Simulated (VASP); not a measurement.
An input for Quantum ESPRESSO's pw.x (written as the equivalent of a VASP run, and not itself run):

```
&CONTROL
  calculation = 'scf'
  pseudo_dir = './pseudo'
  outdir = './out'
  tprnfor = .true.
  tstress = .true.
/
&SYSTEM
  ibrav = 0
  nat = 2
  ntyp = 2
  ecutwfc = 86
  occupations = 'smearing'
  smearing = 'gaussian'
  degauss = 0.003675
  input_dft = 'pbe'
/
&ELECTRONS
  conv_thr = 7.3e-08
  electron_maxstep = 100
/
ATOMIC_SPECIES
  Zn 65.380 Zn.upf
  Se 78.971 Se.upf
CELL_PARAMETERS angstrom
    -0.0000000    2.8698492    2.8698492
     2.8698492    0.0000000    2.8698492
     2.8698492    2.8698492    0.0000000
ATOMIC_POSITIONS crystal
  Zn   0.0000000  0.0000000  0.0000000
  Se   0.2500000  0.2500000  0.2500000
K_POINTS automatic
  7 7 7 0 0 0
```

Problem. Write the VASP files for the same calculation (PBE).

Solution. This is not unique; one that fits is 
INCAR:
```
LASPH  =  .True.   # aspherical one-centre terms
LMAXMIX  =  4
PREC  =  Accurate
NELM  =  100   # most electronic steps
ISMEAR  =  0
SIGMA  =  0.05   # width (eV)
SYSTEM  =  ZnSe
LREAL  =  .False.   # projection in real space or not
ENCUT  =  520   # plane-wave cut-off (eV)
ALGO  =  Normal
LWAVE  =  .False.
EDIFF  =  1E-6   # SCF stop (eV)
LCHARG  =  .True.
GGA  =  PE   # PBE
```

### KPOINTS
```
Automatic mesh
0
Gamma
7 7 7
0 0 0
```

POSCAR:
```
ZnSe
1
   -0.0000000000     2.8698492386     2.8698492386
    2.8698492386     0.0000000000     2.8698492386
    2.8698492386     2.8698492386     0.0000000000
Zn Se
1 1
Direct
  0.0000000000   0.0000000000   0.0000000000
  0.2500000000   0.2500000000   0.2500000000
```

POTCAR, in this order: Zn Se (PBE.64 set). Program: vasp_std.

What does not carry over: the potentials are each code's own (VASP's PAW set, PseudoDojo norm-conserving files in pw.x), so ENCUT and ecutwfc are chosen apart and not converted; conv_thr bounds pw.x's estimated SCF error, while EDIFF bounds the energy change between steps.

The compound is ZnSe in the zinc blende structure. It was relaxed first.
